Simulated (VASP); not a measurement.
# Si63Sb (a cell with a defect) in VASP: relaxation of cell and atoms with PBEsol

Aim: the relaxation of cell and atoms of Si63Sb (a cell with a defect) with PBEsol.

Everything below comes from runs of VASP 6.6.1. Logs are shortened: lines on timing, memory, paths and dates and some standing lists are left out, and cuts for length are marked.

**1. The crystal as given**

The cell holds a defect, 64 atoms: a = 10.870 Å, b = 10.870 Å, c = 10.870 Å, α = 90.00°, β = 90.00°, γ = 90.00°.

The cell was built by a generator and needn't be a form met in nature.

**2. Relaxation of cell and atoms, PBEsol**

INCAR

```
PREC = Accurate
ENCUT = 420
EDIFF = 1E-6
ISMEAR = 0
SIGMA = 0.1
LREAL = F
LASPH = T
NELM = 100
ALGO = Fast
ISIF = 3
LWAVE = F
LCHARG = F
GGA = PS
IBRION = 2
NSW = 40
EDIFFG = -0.01
```

KPOINTS

```
regular mesh
0
Gamma
  2 2 2
```

POSCAR

```
Si63Sb
1.0
   10.8700000000      0.0000000000      0.0000000000
    0.0000000000     10.8700000000      0.0000000000
    0.0000000000      0.0000000000     10.8700000000
Sb Si
1 63
Direct
    0.0000000000      0.0000000000      0.0000000000
    0.0000000000      0.2500000000      0.2500000000
    0.2500000000      0.0000000000      0.2500000000
    0.2500000000      0.2500000000      0.0000000000
    0.1250000000      0.1250000000      0.1250000000
    0.1250000000      0.3750000000      0.3750000000
    0.3750000000      0.1250000000      0.3750000000
    0.3750000000      0.3750000000      0.1250000000
    0.0000000000      0.0000000000      0.5000000000
    0.0000000000      0.2500000000      0.7500000000
    0.2500000000      0.0000000000      0.7500000000
    0.2500000000      0.2500000000      0.5000000000
    0.1250000000      0.1250000000      0.6250000000
    0.1250000000      0.3750000000      0.8750000000
    0.3750000000      0.1250000000      0.8750000000
    0.3750000000      0.3750000000      0.6250000000
    0.0000000000      0.5000000000      0.0000000000
    0.0000000000      0.7500000000      0.2500000000
    0.2500000000      0.5000000000      0.2500000000
    0.2500000000      0.7500000000      0.0000000000
    0.1250000000      0.6250000000      0.1250000000
    0.1250000000      0.8750000000      0.3750000000
    0.3750000000      0.6250000000      0.3750000000
    0.3750000000      0.8750000000      0.1250000000
    0.0000000000      0.5000000000      0.5000000000
    0.0000000000      0.7500000000      0.7500000000
    0.2500000000      0.5000000000      0.7500000000
    0.2500000000      0.7500000000      0.5000000000
    0.1250000000      0.6250000000      0.6250000000
    0.1250000000      0.8750000000      0.8750000000
    0.3750000000      0.6250000000      0.8750000000
    0.3750000000      0.8750000000      0.6250000000
    0.5000000000      0.0000000000      0.0000000000
    0.5000000000      0.2500000000      0.2500000000
    0.7500000000      0.0000000000      0.2500000000
    0.7500000000      0.2500000000      0.0000000000
    0.6250000000      0.1250000000      0.1250000000
    0.6250000000      0.3750000000      0.3750000000
    0.8750000000      0.1250000000      0.3750000000
    0.8750000000      0.3750000000      0.1250000000
    0.5000000000      0.0000000000      0.5000000000
    0.5000000000      0.2500000000      0.7500000000
    0.7500000000      0.0000000000      0.7500000000
    0.7500000000      0.2500000000      0.5000000000
    0.6250000000      0.1250000000      0.6250000000
    0.6250000000      0.3750000000      0.8750000000
    0.8750000000      0.1250000000      0.8750000000
    0.8750000000      0.3750000000      0.6250000000
    0.5000000000      0.5000000000      0.0000000000
    0.5000000000      0.7500000000      0.2500000000
    0.7500000000      0.5000000000      0.2500000000
    0.7500000000      0.7500000000      0.0000000000
    0.6250000000      0.6250000000      0.1250000000
    0.6250000000      0.8750000000      0.3750000000
    0.8750000000      0.6250000000      0.3750000000
    0.8750000000      0.8750000000      0.1250000000
    0.5000000000      0.5000000000      0.5000000000
    0.5000000000      0.7500000000      0.7500000000
    0.7500000000      0.5000000000      0.7500000000
    0.7500000000      0.7500000000      0.5000000000
    0.6250000000      0.6250000000      0.6250000000
    0.6250000000      0.8750000000      0.8750000000
    0.8750000000      0.6250000000      0.8750000000
    0.8750000000      0.8750000000      0.6250000000
```

Potentials or basis: VASP PAW PBE potentials, release 64 (Sb, Si).

Run with:

```
$ cat potpaw_PBE.64/Sb/POTCAR potpaw_PBE.64/Si/POTCAR > POTCAR
$ mpirun -np 4 vasp_std > vasp.out
```

OUTCAR:

```text
PREC = Accurate
   ENCUT = 420
   EDIFF = 1E-6
   ISMEAR = 0
   LREAL = F
   LASPH = T
   NELM = 100
   ISIF = 3
   GGA = PS
   IBRION = 2
   NSW = 40
   EDIFFG = -0.01

 ion  position               nearest neighbor table
   1  0.000  0.000  0.000-   5 2.35  30 2.35  47 2.35  56 2.35
   2  0.000  0.250  0.250-   5 2.35   6 2.35  39 2.35  40 2.35
   3  0.250  0.000  0.250-   5 2.35   7 2.35  22 2.35  24 2.35
   4  0.250  0.250  0.000-   5 2.35   8 2.35  14 2.35  15 2.35
   5  0.125  0.125  0.125-   1 2.35   2 2.35   3 2.35   4 2.35
   6  0.125  0.375  0.375-   2 2.35  12 2.35  19 2.35  25 2.35
[... 56 lines left out ...]
  63  0.875  0.625  0.875-  17 2.35  26 2.35  52 2.35  59 2.35
  64  0.875  0.875  0.625-   9 2.35  26 2.35  43 2.35  60 2.35

  LATTYP: Found a simple cubic cell.
 ALAT       =    10.8700000000

  Lattice vectors:

 A1 = (  10.8700000000,   0.0000000000,   0.0000000000)
 A2 = (   0.0000000000,  10.8700000000,   0.0000000000)
 A3 = (   0.0000000000,   0.0000000000,  10.8700000000)

Analysis of symmetry for initial positions (statically):
=====================================================================
 Subroutine PRICEL returns:
 Original cell was already a primitive cell.

 Routine SETGRP: Setting up the symmetry group for a
 simple cubic supercell.

 Subroutine GETGRP returns: Found 24 space group operations
 (whereof 24 operations were pure point group operations)
 out of a pool of 48 trial point group operations.

The static configuration has the point symmetry T_d .

Analysis of symmetry for dynamics (positions and initial velocities):
=====================================================================
 Subroutine PRICEL returns:
 Original cell was already a primitive cell.

 Routine SETGRP: Setting up the symmetry group for a
 simple cubic supercell.

 Subroutine GETGRP returns: Found 24 space group operations
 (whereof 24 operations were pure point group operations)
 out of a pool of 48 trial point group operations.

The dynamic configuration has the point symmetry T_d .

 Subroutine INISYM returns: Found 24 space group operations
 (whereof 24 operations are pure point group operations),
 and found     1 'primitive' translations

----------------------------------------------------------------------------------------

                                     Primitive cell

  volume of cell :    1284.3655

  direct lattice vectors                    reciprocal lattice vectors
    10.870000000  0.000000000  0.000000000     0.091996320  0.000000000  0.000000000
     0.000000000 10.870000000  0.000000000     0.000000000  0.091996320  0.000000000
     0.000000000  0.000000000 10.870000000     0.000000000  0.000000000  0.091996320

  length of vectors
    10.870000000 10.870000000 10.870000000     0.091996320  0.091996320  0.091996320

  position of ions in fractional coordinates (direct lattice)
     0.000000000  0.000000000  0.000000000
     0.000000000  0.250000000  0.250000000
     0.250000000  0.000000000  0.250000000
     0.250000000  0.250000000  0.000000000
     0.125000000  0.125000000  0.125000000
     0.125000000  0.375000000  0.375000000
[... 56 lines left out ...]
     0.875000000  0.625000000  0.875000000
     0.875000000  0.875000000  0.625000000

  ion indices of the primitive-cell ions
   primitive index   ion index
                 1           1
                 2           2
                 3           3
                 4           4
                 5           5
                 6           6
[... 56 lines left out ...]
                63          63
                64          64

----------------------------------------------------------------------------------------

 KPOINTS: regular mesh

Automatic generation of k-mesh.
 Grid dimensions read from file:
 generate k-points for:    2    2    2

 Generating k-lattice:

  Cartesian coordinates                     Fractional coordinates (reciprocal lattice)
     0.045998160  0.000000000  0.000000000     0.500000000  0.000000000  0.000000000
     0.000000000  0.045998160  0.000000000     0.000000000  0.500000000  0.000000000
     0.000000000  0.000000000  0.045998160     0.000000000  0.000000000  0.500000000

  Length of vectors
     0.045998160  0.045998160  0.045998160

  Shift w.r.t. Gamma in fractional coordinates (k-lattice)
     0.000000000  0.000000000  0.000000000

 Subroutine IBZKPT returns following result:
 ===========================================

 Found      4 irreducible k-points:

 Following reciprocal coordinates:
            Coordinates               Weight
  0.000000  0.000000  0.000000      1.000000
  0.500000  0.000000  0.000000      3.000000
  0.500000  0.500000  0.000000      3.000000
  0.500000  0.500000  0.500000      1.000000
   k-points           NKPTS =      4   k-points in BZ     NKDIM =      4   number of bands    NBANDS=    164
   number of dos      NEDOS =    301   number of ions     NIONS =     64
   total plane-waves  NPLWV = 512000
   dimension x,y,z NGX =    80 NGY =   80 NGZ =   80
   dimension x,y,z NGXF=   160 NGYF=  160 NGZF=  160
   ions per type =               1  63
   NGX,Y,Z   is equivalent  to a cutoff of  12.24, 12.24, 12.24 a.u.
   NGXF,Y,Z  is equivalent  to a cutoff of  24.47, 24.47, 24.47 a.u.
 SYSTEM =  unknown system
   PREC   = accura    normal or accurate (medium, high low for compatibility)
   ISTART =      0    job   : 0-new  1-cont  2-samecut
   ICHARG =      2    charge: 1-file 2-atom 10-const
   ISPIN  =      1    spin polarized calculation?
   LNONCOLLINEAR =      F non collinear calculations
   LSORBIT =      F    spin-orbit coupling
   LASPH  =      T    aspherical Exc in radial PAW
   ENCUT  =  420.0 eV  30.87 Ry    5.56 a.u.  18.16 18.16 18.16*2*pi/ulx,y,z
   NELM   =    100;   NELMIN=  2; NELMDL= -5     # of ELM steps
   EDIFF  = 0.1E-05   stopping-criterion for ELM
   LREAL  =      F    real-space projection
   EDIFFG = -.1E-01   stopping-criterion for IOM
   NSW    =     40    number of steps for IOM
   IBRION =      2    ionic relax: 0-MD 1-quasi-New 2-CG
   NFREE  =      1    steps in history (QN), initial steepest desc. (CG)
   ISIF   =      3    stress and relaxation
   ISYM   =      2    0-nonsym 1-usesym 2-fastsym
   POTIM  = 0.5000    time-step for ionic-motion
   TEBEG  =    0.0;   TEEND  =   0.0 temperature during run
   PSTRESS=    0.0 pullay stress
   NELECT =     257.0000    total number of electrons
   NUPDOWN=      -1.0000    fix difference up-down
   EMIN   =  10.00;   EMAX   =-10.00  energy-range for DOS
   EFERMI =   0.00;   METHOD = LEGACY
   ISMEAR =     0;   SIGMA  =   0.10  broadening in eV -4-tet -1-fermi 0-gaus
   EFERMI_NEDOS =   21; number of points for ismear=-14 and -15
   IALGO  =     68    algorithm
   IMIX   =      4    mixing-type and parameters
     AMIX     =   0.40;   BMIX     =  1.00
     AMIX_MAG =   1.60;   BMIX_MAG =  1.00
  volume/ion in A,a.u.               =      20.07       135.43
  Fermi-wavevector in a.u.,A,eV,Ry     =   0.957539  1.809486 12.474914  0.916880
  Thomas-Fermi vector in A             =   2.086566
   LORBIT       =      0    0 simple, 1 ext, 2 COOP (PROOUT), +10 PAW based schemes
   GGA     = PS    functional components
   LHFCALC =     F    Hartree Fock is set to
   AEXX    =    0.0000 exact exchange contribution
   IVDW    =     0    specifies the selected vdW correction
   LEPSILON=     F    determine dielectric tensor
   LRPA    =     F    only Hartree local field effects (RPA)
 conjugate gradient relaxation of ions
 non-spin polarized calculation
 RMM-DIIS sequential band-by-band and
 Gauss-broadening in eV      SIGMA  =   0.10
  energy-cutoff  :      420.00
  volume of cell :     1284.37
 maximum number of plane-waves:     25173
 NGX is ok and might be reduce to    80
   NGX = 37   NGY = 37   NGZ = 37

--------------------------------------- Ionic step        1  -------------------------------------------

 number of electron     257.0000025 magnetization

 Free energy of the ion-electron system (eV)
  ---------------------------------------------------
  ext. energy  EPLUGINS =         0.00000000
  ---------------------------------------------------
  free energy    TOTEN  =      -364.48018967 eV

  energy without entropy =     -364.41564413  energy(sigma->0) =     -364.44791690

------------------------ aborting loop because EDIFF is reached ----------------------------------------

  FORCE on cell =-STRESS in cart. coord.  units (eV):
  Direction    XX          YY          ZZ          XY          YZ          ZX
  --------------------------------------------------------------------------------------
  -------------------------------------------------------------------------------------
  Total        8.1886394      8.1886394      8.1886394      0.0000000      0.0000000     -0.0000000
  in kB       10.2148900     10.2148900     10.2148900      0.0000000      0.0000000     -0.0000000
  external PRESSURE =      10.2148900 kB  Pullay stress =       0.0000000 kB
[... 275 lines left out ...]
  FREE ENERGIE OF THE ION-ELECTRON SYSTEM (eV)
  ---------------------------------------------------
  free  energy   TOTEN  =      -365.4677813123 eV

  energy  without entropy=     -365.4128777569  energy(sigma->0) =     -365.44032953

[... ionic steps 4 to 10 ...]

--------------------------------------- Ionic step       11  -------------------------------------------

 number of electron     257.0000003 magnetization

------------------------ aborting loop because EDIFF is reached ----------------------------------------
[... 191 lines left out ...]
--------------------------------------- Ionic step       13  -------------------------------------------

 number of electron     257.0000002 magnetization

 Free energy of the ion-electron system (eV)
  ---------------------------------------------------
  ext. energy  EPLUGINS =         0.00000000
  ---------------------------------------------------
  free energy    TOTEN  =      -365.65650204 eV

  energy without entropy =     -365.60103507  energy(sigma->0) =     -365.62876856

 E-fermi :   6.2623     XC(G=0):  -9.5480

 val. band max:        6.2573195300   @ k =   0.5000   0.0000   0.0000
 cond. band min:       6.2717226383   @ k =   0.5000   0.0000   0.0000
 fundamental gap:      0.0144031083
 Fermi energy:         6.2622829287

 k-point     1 :       0.0000    0.0000    0.0000
  band No.  band energies     occupation
      1      -6.2534      2.00000
      2      -5.4436      2.00000
      3      -5.1140      2.00000
      4      -5.1140      2.00000
      5      -5.1140      2.00000
      6      -5.0861      2.00000
[... 561 lines left out ...]
    139       7.1770      0.00000
    140       7.1770      0.00000
 [bands above 140 left out]

------------------------ aborting loop because EDIFF is reached ----------------------------------------

  FORCE on cell =-STRESS in cart. coord.  units (eV):
  Direction    XX          YY          ZZ          XY          YZ          ZX
  --------------------------------------------------------------------------------------
  -------------------------------------------------------------------------------------
  Total       -0.1494931     -0.1494931     -0.1494931      0.0000000      0.0000000      0.0000000
  in kB       -0.1850274     -0.1850274     -0.1850274      0.0000000      0.0000000      0.0000000
  external PRESSURE =      -0.1850274 kB  Pullay stress =       0.0000000 kB
[... 79 lines left out ...]
  FREE ENERGIE OF THE ION-ELECTRON SYSTEM (eV)
  ---------------------------------------------------
  free  energy   TOTEN  =      -365.6565020410 eV

  energy  without entropy=     -365.6010350740  energy(sigma->0) =     -365.62876856

 reached required accuracy - stopping structural energy minimisation
```

Wall time 36 min (4 MPI ranks of Intel Xeon Platinum 8488C (Sapphire Rapids), shared host); peak memory 0.48 GiB.

Results:

| Item | Value |
| --- | --- |
| Free energy | -365.6565 eV |
| Relaxed volume | 20.23 Å³/atom |
| Relaxed cell | a = 10.898 Å, b = 10.898 Å, c = 10.898 Å, α = 90.00°, β = 90.00°, γ = 90.00° |
| Space group after relaxing (to 0.05 Å) | P-43m (No. 215) |
| Energy gained by relaxing | 18.4 meV/atom |
| Ionic steps | 13 |
| Pressure after relaxing | 0.0 GPa |
| Largest force after relaxing | 0.004 eV/Å |
| Band gap on the k mesh | none (metal or under the smearing width) |

Forces on the atoms (eV/Å):
```
Sb   0.000  0.000  0.000
Si   0.003  0.000  0.000
Si   0.000  0.003  0.000
Si   0.000  0.000  0.003
Si   0.000  0.000  0.000
Si  -0.002  0.001  0.001
Si   0.001 -0.002  0.001
Si   0.001  0.001 -0.002
Si   0.000  0.000  0.000
Si  -0.003  0.000  0.000
Si   0.000 -0.003  0.000
Si   0.000  0.000  0.003
Si  -0.002 -0.002  0.002
Si  -0.002 -0.002  0.002
Si  -0.002 -0.002  0.002
Si   0.001  0.001 -0.001
Si   0.000  0.000  0.000
Si  -0.003  0.000  0.000
Si   0.000  0.003  0.000
Si   0.000  0.000 -0.003
Si  -0.002  0.002 -0.002
Si  -0.002  0.002 -0.002
Si   0.001 -0.001  0.001
Si  -0.002  0.002 -0.002
Si   0.000  0.000  0.000
Si   0.003  0.000  0.000
Si   0.000 -0.003  0.000
Si   0.000  0.000 -0.003
Si  -0.002 -0.001 -0.001
Si   0.000  0.000  0.000
Si   0.001 -0.001  0.002
Si   0.001  0.002 -0.001
Si   0.000  0.000  0.000
Si   0.003  0.000  0.000
Si   0.000 -0.003  0.000
Si   0.000  0.000 -0.003
Si   0.002 -0.002 -0.002
Si  -0.001  0.001  0.001
Si   0.002 -0.002 -0.002
Si   0.002 -0.002 -0.002
Si   0.000  0.000  0.000
Si  -0.003  0.000  0.000
Si   0.000  0.003  0.000
Si   0.000  0.000 -0.003
Si  -0.001 -0.002 -0.001
Si  -0.001  0.001  0.002
Si   0.000  0.000  0.000
Si   0.002  0.001 -0.001
Si   0.000  0.000  0.000
Si  -0.003  0.000  0.000
Si   0.000 -0.003  0.000
Si   0.000  0.000  0.003
Si  -0.001 -0.001 -0.002
Si  -0.001  0.002  0.001
Si   0.002 -0.001  0.001
Si   0.000  0.000  0.000
Si   0.000  0.000  0.000
Si   0.003  0.000  0.000
Si   0.000  0.003  0.000
Si   0.000  0.000  0.003
Si  -0.001 -0.001 -0.001
Si   0.002  0.002  0.002
Si   0.002  0.002  0.002
Si   0.002  0.002  0.002
```

Step by step:
| step | energy change (eV) | largest force (eV/Å) | pressure (GPa) | volume (Å³) |
| --- | --- | --- | --- | --- |
| 1 | 0.0000 | 3.0486 | 1.02 | 1284.37 |
| 2 | -0.9806 | 0.4550 | -0.93 | 1308.30 |
| 3 | -0.9876 | 0.3947 | -1.11 | 1310.76 |
| 4 | -1.1245 | 0.2022 | 0.53 | 1287.22 |
| 5 | -1.1257 | 0.2194 | 0.38 | 1289.20 |
| 6 | -1.1636 | 0.0951 | 0.09 | 1292.96 |
| 7 | -1.1683 | 0.1006 | -0.05 | 1294.84 |
| 8 | -1.1744 | 0.0274 | -0.01 | 1294.32 |
| 9 | -1.1748 | 0.0361 | 0.00 | 1294.16 |
| 10 | -1.1759 | 0.0138 | 0.01 | 1294.12 |
| 11 | -1.1760 | 0.0236 | 0.01 | 1294.11 |
| 12 | -1.1763 | 0.0106 | -0.01 | 1294.34 |
| 13 | -1.1763 | 0.0038 | -0.02 | 1294.48 |

Caveat: the PAW data sets were made with another functional, which shifts forces and pressure a little.
